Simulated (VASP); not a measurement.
Method: PBE GGA, VASP's PBE PAW potentials (set 64) (plane waves; VASP).

VASP ran on this input.

**INCAR**
```
ALGO  =  Normal
EDIFF  =  1E-6
ENCUT  =  300
GGA  =  PE
ISIF  =  2
ISMEAR  =  0
LASPH  =  T
LCHARG  =  F
LMAXMIX  =  4
LREAL  =  F
LWAVE  =  F
NELM  =  100
PREC  =  Accurate
SIGMA  =  0.01
SYSTEM  =  ZnSe
```

**KPOINTS**
```
kpoints
0
gamma
 5 5 5
```

**POSCAR**
```
ZnSe
1
    0.0000000000     2.8324450000     2.8324450000
    2.8324450000     0.0000000000     2.8324450000
    2.8324450000     2.8324450000     0.0000000000
Zn Se
1 1
Direct
  0.0000000000   0.0000000000   0.0000000000
  0.7500000000   0.7500000000   0.7500000000
```

POTCAR, in this order: Zn Se (PBE.64 set). Program: vasp_std.

Output

**OUTCAR**
```
 ion  position               nearest neighbor table
   1  0.000  0.000  0.000-   2 2.45   2 2.45   2 2.45   2 2.45
   2  0.750  0.750  0.750-   1 2.45   1 2.45   1 2.45   1 2.45
  LATTYP: Found a face centered cubic cell.
 ALAT       =     5.6648900000
 Subroutine PRICEL returns:
 Original cell was already a primitive cell.
 Subroutine GETGRP returns: Found 24 space group operations
The static configuration has the point symmetry T_d .
The dynamic configuration has the point symmetry T_d .
 Subroutine INISYM returns: Found 24 space group operations
 Subroutine IBZKPT returns following result:
 Found     10 irreducible k-points:

 Following reciprocal coordinates:
            Coordinates               Weight
  0.000000  0.000000  0.000000      1.000000
  0.200000  0.000000  0.000000      8.000000
  0.400000  0.000000  0.000000      8.000000
  0.200000  0.200000  0.000000      6.000000
  0.400000  0.200000  0.000000     24.000000
 -0.400000  0.200000  0.000000     24.000000
 -0.200000  0.200000  0.000000     12.000000
  0.400000  0.400000  0.000000      6.000000
 -0.400000  0.400000  0.000000     12.000000
 -0.400000  0.400000  0.200000     24.000000
   k-points           NKPTS =     10   k-points in BZ     NKDIM =     10   number of bands    NBANDS=     13
   number of dos      NEDOS =    301   number of ions     NIONS =      2
   total plane-waves  NPLWV =  13824
   dimension x,y,z NGX =    24 NGY =   24 NGZ =   24
   dimension x,y,z NGXF=    48 NGYF=   48 NGZF=   48
   ions per type =               1   1
   PREC   = accura    normal or accurate (medium, high low for compatibility)
   ISTART =      0    job   : 0-new  1-cont  2-samecut
   ICHARG =      2    charge: 1-file 2-atom 10-const
   ISPIN  =      1    spin polarized calculation?
   LNONCOLLINEAR =      F non collinear calculations
   LSORBIT =      F    spin-orbit coupling
   INIWAV =      1    electr: 0-lowe 1-rand  2-diag
   ENCUT  =  300.0 eV  22.05 Ry    4.70 a.u.   5.66  5.66  5.66*2*pi/ulx,y,z
...
```

### OSZICAR
```
       N       E                     dE             d eps       ncg     rms          rms(c)
DAV:   1     0.659944380616E+02    0.65994E+02   -0.67177E+03   260   0.108E+03
DAV:   2    -0.280698133235E+01   -0.68801E+02   -0.66688E+02   310   0.219E+02
DAV:   3    -0.626802519446E+01   -0.34610E+01   -0.34551E+01   300   0.522E+01
DAV:   4    -0.629173562935E+01   -0.23710E-01   -0.23709E-01   305   0.480E+00
DAV:   5    -0.629185404190E+01   -0.11841E-03   -0.11841E-03   290   0.310E-01    0.501E+00
DAV:   6    -0.601823077436E+01    0.27362E+00   -0.66536E-01   368   0.273E+01    0.375E+00
DAV:   7    -0.599951173511E+01    0.18719E-01   -0.19308E-01   280   0.403E+00    0.156E+00
DAV:   8    -0.599976732798E+01   -0.25559E-03   -0.43413E-03   295   0.609E-01    0.471E-01
DAV:   9    -0.600001635411E+01   -0.24903E-03   -0.10908E-03   275   0.277E-01    0.698E-02
DAV:  10    -0.600010250236E+01   -0.86148E-04   -0.12841E-04   308   0.108E-01    0.181E-02
DAV:  11    -0.600011976415E+01   -0.17262E-04   -0.31185E-05   285   0.540E-02    0.634E-03
DAV:  12    -0.600012111684E+01   -0.13527E-05   -0.36909E-06   305   0.218E-02    0.462E-03
DAV:  13    -0.600012106817E+01    0.48675E-07   -0.63857E-07   190   0.998E-03
   1 F= -.60001211E+01 E0= -.60001211E+01  d E =-.160554E-40
```

### OUTCAR
```
------------------------ aborting loop because EDIFF is reached ----------------------------------------
  FORCE on cell =-STRESS in cart. coord.  units (eV):
  Direction    XX          YY          ZZ          XY          YZ          ZX
  --------------------------------------------------------------------------------------
  Total        0.6944553      0.6944553      0.6944553      0.0000000      0.0000000      0.0000000
  in kB       24.4816352     24.4816352     24.4816352      0.0000000      0.0000000      0.0000000
  external PRESSURE =      24.4816352 kB  Pullay stress =       0.0000000 kB
  volume of cell :       45.45
      direct lattice vectors                 reciprocal lattice vectors
     0.000000000  2.832445000  2.832445000    -0.176525934  0.176525934  0.176525934
     2.832445000  0.000000000  2.832445000     0.176525934 -0.176525934  0.176525934
     2.832445000  2.832445000  0.000000000     0.176525934  0.176525934 -0.176525934
  FREE ENERGIE OF THE ION-ELECTRON SYSTEM (eV)
  ---------------------------------------------------
  free  energy   TOTEN  =        -6.0001210682 eV

  energy  without entropy=       -6.0001210682  energy(sigma->0) =       -6.00012107
```
(Selected blocks of OUTCAR.)

**OUTCAR**
```
 val. band max:        1.6393360755   @ k =   0.0000   0.0000   0.0000

 cond. band min:       2.9261010976   @ k =   0.0000   0.0000   0.0000


 Fermi energy:         1.7315426074

 k-point     1 :       0.0000    0.0000    0.0000
  band No.  band energies     occupation
      1     -11.6311      2.00000
      2      -4.9028      2.00000
      3      -4.9028      2.00000
      4      -4.9028      2.00000
      5      -4.5307      2.00000
      6      -4.5307      2.00000
      7       1.6393      2.00000
      8       1.6393      2.00000
      9       1.6393      2.00000
     10       2.9261      0.00000
     11       7.4268      0.00000
     12       7.4268      0.00000
     13       7.4269      0.00000

 k-point     2 :       0.2000    0.0000    0.0000
  band No.  band energies     occupation
      1     -11.3856      2.00000
      2      -4.8744      2.00000
      3      -4.8664      2.00000
      4      -4.8664      2.00000
      5      -4.5321      2.00000
      6      -4.5321      2.00000
      7      -0.7394      2.00000
      8       1.2963      2.00000
      9       1.2963      2.00000
     10       4.3169      0.00000
     11       7.7210      0.00000
     12       7.9416      0.00000
     13       7.9416      0.00000

 k-point     3 :       0.4000    0.0000    0.0000
  band No.  band energies     occupation
      1     -10.9261      2.00000
      2      -4.8204      2.00000
      3      -4.8204      2.00000
      4      -4.5848      2.00000
      5      -4.5174      2.00000
      6      -4.5174      2.00000
      7      -3.0895      2.00000
      8       0.8372      2.00000
      9       0.8373      2.00000
     10       4.2301      0.00000
     11       8.0572      0.00000
     12       8.0573      0.00000
     13       9.8847      0.00000

 k-point     4 :       0.2000    0.2000    0.0000
  band No.  band energies     occupation
      1     -11.3033      2.00000
      2      -4.9171      2.00000
      3      -4.8286      2.00000
...
```

At this cut-off the stress carries a Pulay error, which pulls relaxed volumes low.

The structure comes from a computed database's ZnSe entry; how it stands against other phases isn't given here. The cell was not relaxed at this level.
